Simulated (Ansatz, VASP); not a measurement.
**Cross-check of SiNi between VASP and Ansatz**

One calculation is typed for both programs; each brings its own data sets. How far apart do they land? Of the first pair: The structure shown is the start of the Ansatz relaxation below; VASP solves that cell, so the two are compared at the walk's first step.

Calculated with Ansatz 0.2.0; plane waves, with VASP 6.6.1 beside it; single point at LDA and relaxation of cell and atoms at LDA.

### Step 1. The starting structure

The structure is orthorhombic, space group Pnma (No. 62). Conventional cell: a = 4.851 Å, b = 3.291 Å, c = 5.194 Å, α = 90.00°, β = 90.00°, γ = 90.00°. Si has 6 Ni at 2.19 to 2.28 Å nearest. Ni has 6 Si at 2.19 to 2.28 Å nearest. Farther neighbours are not listed.

As a file:

```cif
data_structure
_symmetry_space_group_name_H-M 'P 1'
_symmetry_Int_Tables_number 1
_cell_length_a 4.8512
_cell_length_b 3.2906
_cell_length_c 5.1943
_cell_angle_alpha 90.000
_cell_angle_beta 90.000
_cell_angle_gamma 90.000
_cell_volume 82.92
loop_
_atom_site_label
_atom_site_type_symbol
_atom_site_fract_x
_atom_site_fract_y
_atom_site_fract_z
_atom_site_occupancy
Si1 Si 0.32541 0.75000 0.09429 1
Si2 Si 0.17459 0.25000 0.59429 1
Si3 Si 0.82541 0.75000 0.40571 1
Si4 Si 0.67459 0.25000 0.90571 1
Ni5 Ni 0.01352 0.25000 0.18327 1
Ni6 Ni 0.48648 0.75000 0.68327 1
Ni7 Ni 0.51352 0.25000 0.31673 1
Ni8 Ni 0.98648 0.75000 0.81673 1
```

### Step 2. Ansatz: relaxation, LDA

Ansatz runs on its PAW soft_1 files.

The two programs are compared at the cell with which this relaxation starts, whose forces are those of its first step.

Input file input.yaml:

```yaml
crystal:
  lattice:
    - [4.8512422709, 0.0, 0.0]
    - [0.0, 3.2905689995, 0.0]
    - [0.0, 0.0, 5.1943133644]
  atoms:
    - { symbol: Si, position: [0.3254071401, 0.75, 0.094286009] }
    - { symbol: Si, position: [0.1745928599, 0.25, 0.594286009] }
    - { symbol: Si, position: [0.8254071401, 0.75, 0.405713991] }
    - { symbol: Si, position: [0.6745928599, 0.25, 0.905713991] }
    - { symbol: Ni, position: [0.0135231081, 0.25, 0.1832727791] }
    - { symbol: Ni, position: [0.4864768919, 0.75, 0.6832727791] }
    - { symbol: Ni, position: [0.5135231081, 0.25, 0.3167272209] }
    - { symbol: Ni, position: [0.9864768919, 0.75, 0.8167272209] }
kpoints:
  mp_grid: { grid: [8, 12, 8] }
hamiltonian:
  xc: lda
  pseudopotentials: { kind: paw, azcp: { folder: soft_1 }, xc_functional: pbe }
scf:
  occupations: { method: methfessel_paxton, width: 0.2 }
output:
  forces: true
  stress: true
  eigenvalues: true
relax:
  adjacent_minimum: "off"
  f_tol: 0.001
  max_steps: 60
  cell: { stress_tol: 0.01, fix: [volume] }
```

Launch:

```
> ansatz run input.yaml --threads 8 --pin off --max-ram 16384MiB --backend cpu --events-out ev --progress --plain --runs-dir out
```

Numbers of over 12 decimals in the logs are rounded to 6 here.

The log of the run:

```text
Engine: ansatz 0.2.0, aarch64-unknown-linux-gnu
Pseudopotentials: kind: paw
Pseudopotential: Si, paw, valence charge 4, recommended cutoff 420 eV (normal), soft_1/Si.paw.azcp
Pseudopotential: Ni, paw, valence charge 18, recommended cutoff 420 eV (normal), soft_1/Ni.paw.azcp
Functional definition: SPW92
  exchange = slater_x
  correlation = pw_c
Crystal: 8 atoms, lattice volume = 82.919 Å³
Basis set: ecut = 420 eV, 1619 PW (Γ)
Bands: 53, of which v1, the nominal top of the filled ones, is band 44 counted from 1 (43 counted from 0)
Symmetry: 8 space group operations
Space group: Pnma (ITA 62), of the structure as read, at distance tolerance 4.4e-5 Å
k-points: 175 of 768
Non-local potential: Si, projectors of the file, l = 0: 2, l = 1: 2, l = 2: 1
Non-local potential: Ni, projectors of the file, l = 0: 3, l = 1: 2, l = 2: 3, l = 3: 1
PAW form: soft (Blöchl's): semilocal exchange-correlation on the pseudo side does not see the compensation charge
PAW frozen core: Si, regenerated for the run's functional, and the local potential with it (the file was generated under x = pbe(κ = 0.804, μ = 0.219515), c = pbe(β = 0.066725))
PAW frozen core: Ni, regenerated for the run's functional, and the local potential with it (the file was generated under x = pbe(κ = 0.804, μ = 0.219515), c = pbe(β = 0.066725))
PAW one-centre angular grid: Si, 110 points (default); XC on 64 Gauss nodes
PAW one-centre angular grid: Ni, 590 points (default); XC on 64 Gauss nodes
Initial density: superposition of atomic densities (chi_scale 0.1, normalization cell, long waves kept (reshape's long-wave potential 0.00 eV rms))
Initial wavefunctions: pseudopotential atomic-orbital guess
Functional: x = slater, c = lda
SCF iter   1: F=—  HF=-25533.855767 eV  |F-HF|=—  |Δ(HF+E_count)|=         —  Δρ=6.28e-2  dr2=4.49e0  ethr=3.10e-3  ⟨swp⟩=7.4  Hψ=37245  notcnv=0
preconditioner: auto → Kerker (q_TF=auto, 2.755 Å⁻¹)  [metal: Δε(μ)=0.006 eV  Ē_g=8.499 eV  σ=0.200 eV  W_gap=0.03  n_scr=34 (ndim 8)  ℏωp=30.5 eV  f_vac=0.000  D(μ)=1.51/eV (n_scr^D=8)]
SCF iter   2: F=—  HF=-25533.004669 eV  |F-HF|=—  |Δ(HF+E_count)|=   8.51e-1  S|Δr|=    0.00e0  Δρ=3.65e-2  dr2=1.70e0  ethr=3.10e-3  ⟨swp⟩=2.0  Hψ=11715  notcnv=0  defer=455
SCF iter   3: F=—  HF=-25532.426933 eV  |F-HF|=—  |Δ(HF+E_count)|=   5.78e-1  S|Δr|=    0.00e0  Δρ=1.86e-2  dr2=2.67e-1  ethr=1.93e-3  ⟨swp⟩=2.0  Hψ=14839  notcnv=0  defer=455
SCF iter   4: F=—  HF=-25532.379557 eV  |F-HF|=—  |Δ(HF+E_count)|=   4.74e-2  S|Δr|=    0.00e0  Δρ=4.27e-3  dr2=8.01e-3  ethr=3.04e-4  ⟨swp⟩=2.2  Hψ=14052  notcnv=0  defer=450
SCF iter   5: F=—  HF=-25532.381747 eV  |F-HF|=—  |Δ(HF+E_count)|=   2.19e-3  S|Δr|=    0.00e0  Δρ=1.37e-3  dr2=1.11e-3  ethr=9.10e-6  ⟨swp⟩=2.0  Hψ=17290  notcnv=0  defer=432
SCF iter   6: F=—  HF=-25532.381568 eV  |F-HF|=—  |Δ(HF+E_count)|=   1.79e-4  S|Δr|=    0.00e0  Δρ=2.77e-4  dr2=5.81e-5  ethr=1.26e-6  ⟨swp⟩=2.0  Hψ=12401  notcnv=0  defer=432
SCF iter   7: F=—  HF=-25532.381568 eV  |F-HF|=—  |Δ(HF+E_count)|=   1.18e-7  S|Δr|=    0.00e0  Δρ=8.75e-5  dr2=6.21e-6  ethr=6.60e-8  ⟨swp⟩=2.6  Hψ=16005  notcnv=0  defer=432
SCF iter   8: F=—  HF=-25532.381566 eV  |F-HF|=—  |Δ(HF+E_count)|=   1.51e-6  S|Δr|=    0.00e0  Δρ=1.61e-5  dr2=1.89e-7  ethr=7.06e-9  ⟨swp⟩=2.5  Hψ=13571  notcnv=0  defer=432
SCF iter   9: F=-25532.381566 eV  HF=-25532.381566 eV  |F-HF|=4.70e-9  |Δ(HF+E_count)|=   9.15e-8  S|Δr|=    0.00e0  Δρ=3.08e-6  dr2=6.32e-9  ethr=1.14e-10  ⟨swp⟩=10.5  Hψ=41785  notcnv=0
SCF 1 converged in 9 iterations: F = -25532.381566 eV  dr2 = 6.32e-9
  greatest PAW one-centre occupation: 1.001 electrons in one spin orbital (limit 2), on the Ni atom at site 7 (counted from 0), in its partial waves of l = 1
relax step   1: F+E_penalty+E_count = -25532.38156625 eV  Δ(F+E_penalty+E_count) = +0.000e0 eV  max|allowed force component| = 5.564e-2 eV/Å  Δτ_max = 0.0000 Å  P = +25.670 GPa  Ω = 82.919 Å³  fix = [volume]  reactions: volume +25.670 GPa  (9 SCF iters, dr2 threshold 1.00e-7 eV, accepted)
[...]
relax step   8: F+E_penalty+E_count = -25532.38581612 eV  Δ(F+E_penalty+E_count) = -1.337e-6 eV  max|allowed force component| = 9.972e-5 eV/Å  Δτ_max = 0.0002 Å  P = +24.900 GPa  Ω = 82.919 Å³  energy of the carried Pulay correction = +2.491e-7 eV  fix = [volume]  reactions: volume +24.900 GPa  (4 SCF iters, dr2 threshold 7.63e-10 eV, accepted)
[...]
relax step   9: F+E_penalty+E_count = -25532.38581700 eV  Δ(F+E_penalty+E_count) = -8.849e-7 eV  max|allowed force component| = 9.820e-5 eV/Å  Δτ_max = 0.0000 Å  P = +24.900 GPa  Ω = 82.919 Å³  fix = [volume]  reactions: volume +24.900 GPa  stress off target by 8.37e-4 GPa on what of the cell is left free  SCF on the basis re-selected at this cell (its energy is not comparable with the rows above)  (7 SCF iters)
basis re-selected at this cell: Δ(F+E_penalty+E_count) = -8.849e-7 eV, ΔP = +0.000 GPa vs the last step (what re-selecting the basis moved, of the pressure what is left beyond the Pulay correction that the steps carried, after the strain that the cell walked since its last selection, with what the two solves' SCF thresholds leave and, on support functions, any second-order correction that the steps lacked; it is no m [...]
SCF converged after 7 iterations
Stability not checked: this state was not tested for a lower state beside it, because cold or Methfessel-Paxton smearing, or corrected tetrahedra, fill the levels in a way that the test cannot read (fill_not_monotonic; see scf.lower_state_search)
Free energy (F): -25532.385817 eV
Harris-Foulkes:  -25532.385817 eV  (|F-HF|=3.64e-12)
Internal energy: -25532.386742 eV  (E = F + TS)
E sigma→0 (E₀):  -25532.386048 eV
Entropy (-TS):   0.000925 eV (0.116 meV/atom)
Fermi energy:    17.431523 eV
--- Per-component energies (eV) ---
  E_band       = -1101.529146
  E_kinetic    = 1576.874376
  E_local      = -14236.350878  (includes V_loc(G=0)·N_el)
  E_nonlocal   = -361.138661
  E_hartree    = 7563.116306
  E_xc         = -696.150368
  E_vxc        = -804.783536  (∫ρ·V_xc dr)
  E_paw        = -8299.916900  (= ΣΔE_a)
  E_vpaw       = -2402.366206  (= ΣTr[D̂ρ^β])
  E_aug_tail   = 0.003292  (compensation charges beyond the density's cutoff)
  E_ewald      = -11080.897716
  E_core_change = 2.073808  (= ΣΔE_core)
  E_smearing   = 0.000925  (= −TS)
  E_closure    = -0.000000  (closes the sum)
  Σ components = -25532.385817   (vs F -25532.385817, Δ=0.00e0)
--- Forces (eV/Å), atoms counted from 1 ---
  atom   1  Si     0.00007118    -0.00000000     0.00001109
  atom   2  Si    -0.00007118    -0.00000000     0.00001109
  atom   3  Si     0.00007118    -0.00000000    -0.00001109
  atom   4  Si    -0.00007118    -0.00000000    -0.00001109
  atom   5  Ni    -0.00009820     0.00000000    -0.00003894
  atom   6  Ni     0.00009820     0.00000000    -0.00003894
  atom   7  Ni    -0.00009820     0.00000000     0.00003894
  atom   8  Ni     0.00009820     0.00000000     0.00003894
  max |Σ_I F_I| component: 2.43e-17 eV/Å
--- Stress (GPa, compression-positive) ---
       24.899695       0.000000       0.000000
        0.000000      24.900677       0.000000
        0.000000       0.000000      24.899149
  P = ⅓ Tr σ = 24.8998 GPa (248.998 kbar)
--- Band table (eV; the first three rows and the last of 175) ---
  k-point 0: bands = [... 40 lower, 15.2286, 15.8711, 16.2096, 16.6441, 18.2748, 19.4105, 20.6112, 21.1429, ... 5 higher]
  k-point 1: bands = [... 40 lower, 15.7086, 15.9715, 16.2054, 16.5246, 18.4990, 19.6353, 20.3418, 21.2113, ... 5 higher]
  k-point 2: bands = [... 40 lower, 16.0618, 16.1160, 16.3907, 16.4567, 18.9349, 19.6394, 20.1670, 21.3768, ... 5 higher]
  k-point 174: bands = [... 40 lower, 15.1441, 15.1441, 15.1441, 15.1441, 20.7681, 20.7681, 20.7681, 20.7681, ... 5 higher]
--- Relaxed structure (7 steps of the walk, 7 accepted, 2 SCFs on fresh bases) ---
  F+E_penalty+E_count = -25532.38581700 eV   max|allowed force component| = 9.820e-5 eV/Å   (the final SCF, on the basis selected at the relaxed cell)
  cell:  # Å, volume = 82.9186 Å³
    - [4.842081, 0.0, 0.0]
    - [0.0, 3.322512, 0.0]
    - [0.0, 0.0, 5.154108]
  atoms:
    - { symbol: Si, position: [0.327109, 0.750000, 0.097503] }
    - { symbol: Si, position: [0.172891, 0.25, 0.597503] }
    - { symbol: Si, position: [0.827109, 0.750000, 0.402497] }
    - { symbol: Si, position: [0.672891, 0.25, 0.902497] }
    - { symbol: Ni, position: [0.015050, 0.25, 0.181881] }
    - { symbol: Ni, position: [0.484950, 0.750000, 0.681881] }
    - { symbol: Ni, position: [0.515050, 0.25, 0.318119] }
    - { symbol: Ni, position: [0.984950, 0.750000, 0.818119] }
```

The column dr2 measures how far the density is from self-consistency, as an energy; F and HF (Harris–Foulkes) agree once it is small.

### Step 3. VASP: single point, LDA, start cell, pair 1

The same cell, functional (in two slightly different forms), mesh and smearing now go to VASP, with its own data sets.

Lines of VASP's logs that name or quote its potential files are left out, and so is its time.

Input file INCAR:

```
SYSTEM = SiNi
PREC = Accurate
ENCUT = 520
EDIFF = 1E-06
NELM = 120
ISMEAR = 1
SIGMA = 0.2
LREAL = .FALSE.
ALGO = Normal
GGA = PW92
NBANDS = 36
LASPH = .TRUE.
LORBIT = 11
LWAVE = .FALSE.
LCHARG = .FALSE.
ISIF = 2
GGA_COMPAT = .FALSE.
KPAR = 2
```

Input file POSCAR:

```
SiNi
1.0
    4.8512420000      0.0000000000      0.0000000000
    0.0000000000      3.2905690000      0.0000000000
    0.0000000000      0.0000000000      5.1943130000
Si Ni
4 4
Direct
    0.3254071844      0.7500000000      0.0942860490
    0.1745928156      0.2500000000      0.5942860490
    0.8254071844      0.7500000000      0.4057140473
    0.6745928156      0.2500000000      0.9057140473
    0.0135231349      0.2500000000      0.1832728409
    0.4864768651      0.7500000000      0.6832728409
    0.5135231349      0.2500000000      0.3167272554
    0.9864768651      0.7500000000      0.8167272554
```

Input file KPOINTS:

```
Automatic mesh
0
Gamma
8 12 8
0 0 0
```

The projector-augmented-wave data sets are Si and Ni (LDA family, release 64).

Launch:

```
> mpirun -np 2 vasp_std
```

The log of the run:

```text
[banner, memory and clock lines left out]
running    2 mpi-ranks, on    1 nodes
 distrk:  each k-point on    1 cores,    2 groups
 distr:  one band on    1 cores,    1 groups

 POSCAR found type information on POSCAR SiNi
 POSCAR found :  2 types and       8 ions
|                                                                             |
|               ----> ADVICE to this user running VASP <----                  |
|                                                                             |
|     You enforced a specific xc type in the INCAR file but a different       |
|     [... a line on the potential file left out ...]
|     I HOPE YOU KNOW WHAT YOU ARE DOING!                                     |
|                                                                             |

 LDA part: xc-table for (Slater(with rela. corr.)+PW92), standard interpolation
 POSCAR, INCAR and KPOINTS ok, starting setup
 FFT: planning ... GRIDC
 FFT: planning ... GRID_SOFT
 FFT: planning ... GRID
 WAVECAR not read
 entering main loop
       N       E                     dE             d eps       ncg     rms          rms(c)
DAV:   1     0.385576173735E+03    0.38558E+03   -0.24729E+04 12600   0.192E+03
DAV:   2    -0.258359781145E+02   -0.41141E+03   -0.39733E+03 12600   0.397E+02
DAV:   3    -0.603511658753E+02   -0.34515E+02   -0.33526E+02 13696   0.138E+02
DAV:   4    -0.616267396366E+02   -0.12756E+01   -0.12665E+01 15336   0.247E+01
DAV:   5    -0.616673246708E+02   -0.40585E-01   -0.40558E-01 15712   0.421E+00    0.312E+01
DAV:   6    -0.665374614115E+02   -0.48701E+01   -0.13538E+02 14564   0.175E+02    0.304E+01
DAV:   7    -0.542848462194E+02    0.12253E+02   -0.44364E+01 14532   0.112E+02    0.706E+00
DAV:   8    -0.545667539915E+02   -0.28191E+00   -0.54280E+00 17924   0.153E+01    0.452E+00
DAV:   9    -0.543767266067E+02    0.19003E+00   -0.67028E-01 14504   0.123E+01    0.791E-01
DAV:  10    -0.543758847964E+02    0.84181E-03   -0.42837E-02 14200   0.178E+00    0.447E-01
DAV:  11    -0.543742031833E+02    0.16816E-02   -0.46736E-03 19628   0.867E-01    0.146E-01
DAV:  12    -0.543740949040E+02    0.10828E-03   -0.36553E-04 14660   0.134E-01    0.803E-02
DAV:  13    -0.543740645974E+02    0.30307E-04   -0.60198E-05 19512   0.703E-02    0.366E-02
DAV:  14    -0.543740626320E+02    0.19654E-05   -0.18467E-05 15248   0.229E-02    0.818E-03
DAV:  15    -0.543740621521E+02    0.47993E-06   -0.23546E-06  7916   0.241E-02
   1 F= -.54374062E+02 E0= -.54373887E+02  d E =-.525572E-03
```

OUTCAR, selected parts (step 3):

```text
ion  position               nearest neighbor table
   1  0.325  0.750  0.094-   8 2.19   7 2.21   7 2.21   6 2.27   5 2.28   5 2.28   4 2.56   4 2.56
                             3 2.92   3 2.92
   2  0.175  0.250  0.594-   7 2.19   8 2.21   8 2.21   5 2.27   6 2.28   6 2.28   3 2.56   3 2.56
                             4 2.92   4 2.92
   3  0.825  0.750  0.406-   6 2.19   5 2.21   5 2.21   8 2.27   7 2.28   7 2.28   2 2.56   2 2.56
                             1 2.92   1 2.92
   4  0.675  0.250  0.906-   5 2.19   6 2.21   6 2.21   7 2.27   8 2.28   8 2.28   1 2.56   1 2.56
                             2 2.92   2 2.92
   5  0.014  0.250  0.183-   4 2.19   3 2.21   3 2.21   2 2.27   1 2.28   1 2.28   8 2.52   8 2.52
                             7 2.52   7 2.52
   6  0.486  0.750  0.683-   3 2.19   4 2.21   4 2.21   1 2.27   2 2.28   2 2.28   7 2.52   7 2.52
                             8 2.52   8 2.52
   7  0.514  0.250  0.317-   2 2.19   1 2.21   1 2.21   4 2.27   3 2.28   3 2.28   6 2.52   6 2.52
                             5 2.52   5 2.52
   8  0.986  0.750  0.817-   1 2.19   2 2.21   2 2.21   3 2.27   4 2.28   4 2.28   5 2.52   5 2.52
                             6 2.52   6 2.52

  LATTYP: Found a simple orthorhombic cell.
 ALAT       =     3.2905690000
 B/A-ratio  =     1.4742866659
 C/A-ratio  =     1.5785455342

 Subroutine GETGRP returns: Found  8 space group operations
 (whereof  2 operations were pure point group operations)

The static configuration has the point symmetry S_2 .
 The point group associated with its full space group is D_2h.

 Found    175 irreducible k-points:

   k-points           NKPTS =    175   k-points in BZ     NKDIM =    175   number of bands    NBANDS=     36

   dimension x,y,z NGX =    36 NGY =   24 NGZ =   40
   dimension x,y,z NGXF=    72 NGYF=   48 NGZF=   80

   ENCUT  =  520.0 eV  38.22 Ry    6.18 a.u.   9.02  6.12  9.66*2*pi/ulx,y,z

   NELECT =      56.0000    total number of electrons

 k-points in reciprocal lattice and weights: Automatic mesh
   0.00000000  0.00000000  0.00000000       0.001
   0.12500000  0.00000000  0.00000000       0.003
   0.25000000  0.00000000  0.00000000       0.003
   0.37500000  0.00000000  0.00000000       0.003
   0.50000000  0.00000000  0.00000000       0.001
   0.00000000  0.08333333  0.00000000       0.003
   0.12500000  0.08333333  0.00000000       0.005
   0.25000000  0.08333333  0.00000000       0.005
   0.37500000  0.08333333  0.00000000       0.005
[...]
0.37500000  0.50000000  0.50000000       0.003
   0.50000000  0.50000000  0.50000000       0.001

 average (electrostatic) potential at core
       1 -78.5499       2 -78.5499       3 -78.5499       4 -78.5499       5 -79.5856
       6 -79.5856       7 -79.5856       8 -79.5856

 E-fermi :  12.7752

 k-point     1 :       0.0000    0.0000    0.0000
  band No.  band energies     occupation
    ...
     24      10.3326      2.00000
     25      10.7775      2.00000
     26      11.0596      2.00000
     27      11.5076      2.00000
     28      11.8840      2.00000
     29      13.5888     -0.00000
     30      14.7089     -0.00000
     31      16.0689     -0.00000
     32      16.6319     -0.00000
     33      16.6948     -0.00000
    ...

 k-point     2 :       0.1250    0.0000    0.0000
  band No.  band energies     occupation
    ...
     24      10.3502      2.00000
     25      10.9713      2.00000
     26      11.0950      2.00000
     27      11.4804      2.00000
     28      11.7873      2.00000
     29      14.1264     -0.00000
     30      14.9208     -0.00000
     31      15.8499     -0.00000
     32      16.7102     -0.00000
     33      16.7539     -0.00000
    ...

 k-point     3 :       0.2500    0.0000    0.0000
  band No.  band energies     occupation
    ...
     24      10.3668      2.00000
     25      10.7789      2.00000
     26      11.1415      2.00000
     27      11.7478      2.00000
     28      12.1565      2.00011
     29      15.2164     -0.00000
     30      15.3117     -0.00000
     31      15.3646     -0.00000
     32      16.7303     -0.00000
     33      17.0344      0.00000
    ...

  Total       13.3960590     13.4447998     13.2481911      0.0000000      0.0000000      0.0000000
  in kB      258.8424948    259.7842787    255.9853484      0.0000000      0.0000000      0.0000000
  external PRESSURE =     258.2040406 kB  Pullay stress =       0.0000000 kB

  energy-cutoff  :      520.00
  volume of cell :       82.92
      direct lattice vectors                 reciprocal lattice vectors
     4.851242000  0.000000000  0.000000000     0.206132780  0.000000000  0.000000000
     0.000000000  3.290569000  0.000000000     0.000000000  0.303898809  0.000000000
     0.000000000  0.000000000  5.194313000     0.000000000  0.000000000  0.192518241

 POSITION                                       TOTAL-FORCE (eV/Angst)
 -----------------------------------------------------------------------------------
      1.57863      2.46793      0.48975         0.041277     -0.000000      0.035579
      0.84699      0.82264      3.08691        -0.041277     -0.000000      0.035579
      4.00425      2.46793      2.10741         0.041277     -0.000000     -0.035579
      3.27261      0.82264      4.70456        -0.041277     -0.000000     -0.035579
      0.06560      0.82264      0.95198         0.062153      0.000000     -0.071970
      2.36002      2.46793      3.54913        -0.062153     -0.000000     -0.071970
      2.49122      0.82264      1.64518         0.062153     -0.000000      0.071970
      4.78564      2.46793      4.24234        -0.062153     -0.000000      0.071970
 -----------------------------------------------------------------------------------
    total drift:                                0.000000      0.000000     -0.000002

  FREE ENERGIE OF THE ION-ELECTRON SYSTEM (eV)
  ---------------------------------------------------
  free  energy   TOTEN  =       -54.3740621521 eV

  energy  without entropy=      -54.3735365805  energy(sigma->0) =      -54.37388696

 total charge
# of ion       s       p       d       tot
------------------------------------------
    1        0.766   0.952   0.000   1.718
    2        0.766   0.952   0.000   1.718
    3        0.766   0.952   0.000   1.718
    4        0.766   0.952   0.000   1.718
    5        0.580   0.833   8.573   9.986
    6        0.580   0.833   8.573   9.986
    7        0.580   0.833   8.573   9.986
    8        0.580   0.833   8.573   9.986
--------------------------------------------------
tot          5.383   7.142  34.292  46.816

[... 3 further parts left out ...]
```

This run has no spin polarisation, so a moment on Ni, if there is one, isn't seen.

(Part 1 of 2 ends here.)

[Lines on the potential files, build, host, timing and source positions are cut from VASP's logs without a mark.]

[Logs are printed without paths, hosts, clocks, repeated set-up lines and the standing remarks that a program may print on its own settings, such as how far it seeks lower states.]

[Hosts, paths, dates, database ids (printed as entryN), source tags and the programs' standing remarks are cut or masked in the printed files.]
